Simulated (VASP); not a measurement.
Level of theory: vdW-DF-cx, VASP's PBE PAW potentials (set 64) (plane waves; VASP).

A VASP calculation is set up with these files.

File POSCAR:
```
Fe
1
   -1.3958502467     1.3958502467     1.3958502467
    1.3958502467    -1.3958502467     1.3958502467
    1.3958502467     1.3958502467    -1.3958502467
Fe
1
Direct
  0.0000000000   0.0000000000   0.0000000000
```

**INCAR**
```
! general
SYSTEM   = Fe
PREC     = Accurate
ENCUT    = 520   ! plane-wave cut-off (eV)
LREAL    = .FALSE.   ! projection in real space or not
LASPH    = .TRUE.   ! aspherical one-centre terms
ICHARG   = 11   ! fixed density

! electronic loop
EDIFF    = 1E-7   ! SCF stop (eV)
NELM     = 100   ! most electronic steps
ALGO     = Normal   ! blocked Davidson
LMAXMIX  = 4   ! l cut-off of mixed one-centre charges

! smearing
ISMEAR   = 0   ! Gaussian
SIGMA    = 0.05   ! width (eV)

! functional
GGA      = CX
LUSE_VDW = .TRUE.
AGGAC    = 0.0

! spin
ISPIN    = 2   ! spin-polarised
MAGMOM   = 2.1

! output
LWAVE    = .FALSE.
LCHARG   = .FALSE.
LORBIT   = 11   ! lm-projected
```

KPOINTS:
```
k-points along high-symmetry lines
15
Line-mode
Reciprocal
  0.000000   0.000000   0.000000 ! GAMMA
  0.500000  -0.500000   0.500000 ! H

  0.500000  -0.500000   0.500000 ! H
  0.000000  -0.000000   0.500000 ! N

  0.000000  -0.000000   0.500000 ! N
  0.000000   0.000000   0.000000 ! GAMMA

  0.000000   0.000000   0.000000 ! GAMMA
  0.250000   0.250000   0.250000 ! P

  0.250000   0.250000   0.250000 ! P
  0.500000  -0.500000   0.500000 ! H

  0.250000   0.250000   0.250000 ! P
  0.000000  -0.000000   0.500000 ! N
```

POTCAR, in this order: Fe (PBE.64 set). Program: vasp_std. Read from the step before: CHGCAR.

What VASP printed:

OSZICAR:
```
       N       E                     dE             d eps       ncg     rms          rms(c)
DAV:   1     0.186085787501E+02    0.18609E+02   -0.42905E+03  3376   0.112E+03
DAV:   2    -0.627194050782E+01   -0.24881E+02   -0.22774E+02  3315   0.131E+02
DAV:   3    -0.662246304372E+01   -0.35052E+00   -0.34983E+00  3707   0.207E+01
DAV:   4    -0.662398591052E+01   -0.15229E-02   -0.15228E-02  3575   0.122E+00
DAV:   5    -0.662399956547E+01   -0.13655E-04   -0.13655E-04  3569   0.100E-01
DAV:   6    -0.662399973848E+01   -0.17301E-06   -0.17278E-06  3534   0.108E-02
DAV:   7    -0.662399974088E+01   -0.23995E-08   -0.23080E-08  3016   0.117E-03
   1 F= -.66239997E+01 E0= -.66224950E+01  d E =-.300947E-02  mag=     2.1104
```

**OUTCAR**
```



 magnetization (x)

# of ion       s       p       d       tot
------------------------------------------
    1       -0.007  -0.028   2.137   2.102
```
(Selected blocks of OUTCAR.)

### OUTCAR
```
 val. band max:        6.3544212430   @ k =   0.5000  -0.5000   0.5000

 cond. band min:       6.3580236041   @ k =   0.4643  -0.4643   0.5000



 spin component 1

 k-point     1 :       0.0000    0.0000    0.0000
  band No.  band energies     occupation
      1      -2.5962      1.00000
      2       3.7606      1.00000
      3       3.7606      1.00000
      4       3.7606      1.00000
      5       5.1331      1.00000
      6       5.1331      1.00000
      7      31.5518      0.00000
      8      31.5518      0.00000
      9      31.5518      0.00000

 k-point     2 :       0.0357   -0.0357    0.0357
  band No.  band energies     occupation
      1      -2.4864      1.00000
      2       3.7594      1.00000
      3       3.7594      1.00000
      4       3.7915      1.00000
      5       5.0814      1.00000
      6       5.1535      1.00000
      7      30.8496      0.00000
      8      31.4723      0.00000
      9      31.4723      0.00000

 k-point     3 :       0.0714   -0.0714    0.0714
  band No.  band energies     occupation
      1      -2.1624      1.00000
      2       3.7596      1.00000
      3       3.7596      1.00000
      4       3.8831      1.00000
      5       4.9286      1.00000
      6       5.2130      1.00000
      7      29.4755      0.00000
      8      31.0931      0.00000
      9      31.0931      0.00000

 k-point     4 :       0.1071   -0.1071    0.1071
  band No.  band energies     occupation
      1      -1.6408      1.00000
      2       3.7716      1.00000
      3       3.7716      1.00000
      4       4.0314      1.00000
      5       4.6818      1.00000
      6       5.3083      1.00000
      7      28.0673      0.00000
      8      30.1711      0.00000
      9      30.1711      0.00000

 k-point     5 :       0.1429   -0.1429    0.1429
  band No.  band energies     occupation
      1      -0.9542      1.00000
      2       3.8099      1.00000
...
```

The density is held fixed in this step, so its total energy and stress have no physical meaning.

The compound is Fe in the bcc structure. It was relaxed first, which changed the volume by -8 %.
